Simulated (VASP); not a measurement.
Os (hcp) relaxed at rising pressure, in one space group throughout; other phases were not tried. The pressures are those reached. All values below come from LDA (Ceperley-Alder, Perdew-Zunger), VASP's LDA PAW potentials (set 64) (plane waves; VASP).

```csv
P (GPa),V (Å³/atom),k-mesh
0.07,13.723,15×15×9
4.87,13.583,15×15×9
10.09,13.440,15×15×9
20.01,13.187,16×16×9
29.90,12.960,16×16×9
```

A change of mesh leaves a small step in the series.

Q: Fit an equation of state and predict the volume at 45.08 GPa.

A: Least squares on the third-order Birch-Murnaghan form, P = (3B0/2)(y⁷ − y⁵)[1 + (3/4)(B′ − 4)(y² − 1)] with y = (V0/V)^(1/3), gives V0 = 13.725 Å³/atom, B0 = 457 GPa and B′ = 4.6, and so 12.647 Å³/atom. The run gave 12.651 Å³/atom, +0.0 % from the fit.

Pressures at which the relaxation failed are left out.

The compound is Os in the hcp structure.
